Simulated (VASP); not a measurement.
The input files of a VASP run:

KPOINTS:
```
Automatic
0
G
 9 9 5
```

### POSCAR
```
GaN
1
    1.6217872381    -2.8090178554     0.0000000000
    1.6217872381     2.8090178554     0.0000000000
    0.0000000000     0.0000000000     5.2789260980
Ga N
2 2
Direct
  0.6666670000   0.3333330000   0.5000311170
  0.3333330000   0.6666670000   0.0000311170
  0.6666670000   0.3333330000   0.8769688830
  0.3333330000   0.6666670000   0.3769688830
```

### INCAR
```
ALGO=Normal
EDIFF=1E-7
ENCUT=520
GGA=RP
ISIF=2
ISMEAR=-5
LASPH=T
LCHARG=T
LEFG=T
LMAXMIX=4
LORBIT=11
LREAL=F
LWAVE=F
NEDOS=601
NELM=100
PREC=Accurate
SYSTEM=GaN
```

POTCAR, in this order: Ga_d N (PBE.64 set). Program: vasp_std.

**Question.** Write an equivalent input for Ansatz.

**Answer.** One equivalent input (not run):
Ansatz 0.2 input:
```yaml
crystal:
  lattice:
    - [1.6217872, -2.8090179, 0.0000000]
    - [1.6217872, 2.8090179, 0.0000000]
    - [0.0000000, 0.0000000, 5.2789261]
  atoms:
    - { symbol: Ga, position: [0.6666670, 0.3333330, 0.5000311] }
    - { symbol: Ga, position: [0.3333330, 0.6666670, 0.0000311] }
    - { symbol: N, position: [0.6666670, 0.3333330, 0.8769689] }
    - { symbol: N, position: [0.3333330, 0.6666670, 0.3769689] }
kpoints:
  mp_grid: { grid: [9, 9, 5] }
hamiltonian:
  xc: rpbe
  pseudopotentials: { kind: paw }
scf:
  occupations: { method: tetrahedron }
  max_iter: 100
output: { forces: true, stress: true, eigenvalues: true }
```
Limits of the translation: each code has its own PAW files, so the cut-off isn't converted (ENCUT is set for VASP's; basis.ecutwfc is left out, and Ansatz then takes the one that its files recommend); Ansatz stops its SCF on the density residual and VASP on the energy change (EDIFF); the field gradients of LEFG aren't asked of the other code.

The compound is GaN in the wurtzite structure. It was relaxed first, which changed the volume by +5 %.
